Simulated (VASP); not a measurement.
W:

```
W
1.0
    -1.58234    1.58234    1.58234
     1.58234   -1.58234    1.58234
     1.58234    1.58234   -1.58234
W
1
Direct
  0.00000 0.00000 0.00000
```

```yaml
Program: VASP 6.6.1
Task: relaxation of cell and atoms
Functional: PBE
Potentials_or_basis: VASP PAW PBE potentials, release 64 (W_sv)
Cutoff: 520 eV
k_mesh: 18 × 18 × 18
Occupations: gaussian, width 0.1 eV
Spin: non-collinear spin, zero start, spin-orbit coupling
Starting_moments: "[[0.0, 0.0, 0.0]] μB"
```

At the start: pressure 7.2 GPa; volume 15.85 Å³/atom.

**Question.** How do energy, volume and symmetry change on relaxing?

**Answer.** Over 4 steps the energy falls by 8.0 meV/atom and the volume is 16.21 Å³/atom (+2.3 %); space group Im-3m (No. 229, to 0.05 Å); moment 0.00 μB per cell.

Step by step:
```tsv
step	energy change (eV)	largest force (eV/Å)	pressure (GPa)	volume (Å³)
1	0.0000	0.0000	7.22	15.85
2	0.0806	0.0000	-19.85	17.54
3	-0.0080	0.0000	-0.21	16.23
4	-0.0080	0.0000	-0.02	16.21
```

Final structure:
```
W
1.0
    -1.59445    1.59445    1.59445
     1.59445   -1.59445    1.59445
     1.59445    1.59445   -1.59445
W
1
Direct
  0.00000 0.00000 0.00000
```
